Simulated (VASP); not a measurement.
Given:

```xyz
2
Lattice="0.0000 3.0715 3.0715 3.0715 0.0000 3.0715 3.0715 3.0715 0.0000" Properties=species:S:1:pos:R:3 pbc="T T T"
Ru     0.0000     0.0000     0.0000
Se     1.5358     1.5358     1.5358
```

The numbers are results of PBE GGA, VASP's PBE PAW potentials (set 64) (plane waves; VASP), not measurements. Run with 400 eV cut-off, 9×9×9 Γ-centred mesh, first-order Methfessel-Paxton smearing of 0.10 eV, potentials Ru_pv Se.

Energy and stress use the plane-wave basis of the starting cell.

### Question
The ions, cell shape and volume are relaxed. Which structure does the run end with?

### Answer

```xyz
2
Lattice="0.0000 2.7528 2.7528 2.7528 0.0000 2.7528 2.7528 2.7528 0.0000" Properties=species:S:1:pos:R:3 pbc="T T T"
Ru     2.7528     0.0000     2.7528
Se     1.3764     1.3764     1.3764
```
Space group F-43m (216), at a tolerance of 0.03 Å.

### Question
How do energy and volume change from the first to the last step?

### Answer
The energy (σ→0) changes by -605.4 meV/atom and the volume by -28.0 %, in 4 ionic steps.

The structure was generated: RuSe was put into the zinc blende type (F-43m), which need not be its known phase. This run relaxes it. Symmetry was kept, so distortions that lower it aren't found.
